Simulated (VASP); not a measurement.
Take CuCl (zinc blende), without spin-orbit terms, in VASP with PAW potentials, and its band gap.

Problem. One run gives 2.34 eV. Which level is it?
A. HSE06 (PBE cell)
B. PBE (own cell)
C. Hartree-Fock (PBE cell)
D. PBEsol (own cell)

Solution. A, HSE06 (PBE cell).  The others give 0.55 (PBEsol (own cell)), 0.53 (PBE (own cell)), 10.88 (Hartree-Fock (PBE cell)).

Only levels that ran to the end are used. Left out are those held back, those with too coarse a band path, GW runs whose mesh misses a band edge, hybrids' fits of cells that aren't cubic and levels without matching references; a question may draw on a part of the rest.

The compound is CuCl in the zinc blende structure.
